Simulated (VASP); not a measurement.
Data:

```
CELL_PARAMETERS angstrom
      4.87060     0.00000     0.00000
      0.00000     4.87060     0.00000
      0.00000     0.00000     3.30658
ATOMIC_POSITIONS crystal
  Mn 0.00000 0.00000 0.00000
  Mn 0.50000 0.50000 0.50000
  F  0.30298 0.30298 0.00000
  F  0.80298 0.19702 0.50000
  F  0.19702 0.80298 0.50000
  F  0.69702 0.69702 0.00000
```
Starting moments (μB, in the order of the record's atoms Mn Mn F F F F): 4.5 -4.5 0.0 0.0 0.0 0.0.

Computed with rev-vdW-DF2, VASP's PBE PAW potentials (set 64) (plane waves; VASP 6.6.1). Settings: 520 eV cut-off, Gaussian smearing of 0.050 eV, potentials Mn_pv F.

Question: Estimate the cell moment, band gap (along the path) with the smallest direct gap where there is one.

Answer: 
The band gap (along the path) comes out as 2.12 eV and the smallest direct gap (along the path) comes out as 2.21 eV. The cell moment is 0.00 μB.

Only differences to runs with the same potentials and settings are physical.

The compound is MnF2 in the rutile structure. It was relaxed first.
